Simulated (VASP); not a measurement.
```
CELL_PARAMETERS angstrom
      1.96195    -4.89471     0.00000
      1.96195     4.89471     0.00000
      0.00000     0.00000     5.48833
ATOMIC_POSITIONS crystal
  Sc 0.68802 0.31198 0.75000
  Sc 0.31198 0.68802 0.25000
  Al 0.00000 0.00000 0.00000
  Al 0.00000 0.00000 0.50000
  Ge 0.38453 0.61547 0.75000
  Ge 0.61547 0.38453 0.25000
```

All values below come from PBEsol GGA, VASP's PBE PAW potentials (set 64) (plane waves; VASP). Run with 400 eV cut-off, 9×9×6 Γ-centred mesh, tetrahedra with Blöchl corrections, potentials Sc_sv Al Ge_d.

The cores are frozen, which limits the accuracy of field gradients.

### Question
Give the principal components of the electric field gradient (V/Å²) and the asymmetry η at each nucleus.

### Answer

```tsv
atom	Vxx	Vyy	Vzz	η
Sc1	2.4	2.4	-4.8	0.01
Sc2	2.4	2.4	-4.8	0.01
Al3	11.2	6.1	-17.2	0.29
Al4	11.2	6.1	-17.2	0.29
Ge5	-19.2	-15.9	35.1	0.09
Ge6	-19.2	-15.9	35.1	0.09
```

The structure comes from a computed database's ScAlGe entry (Cmcm); how it stands against other phases isn't given here. It was relaxed first.
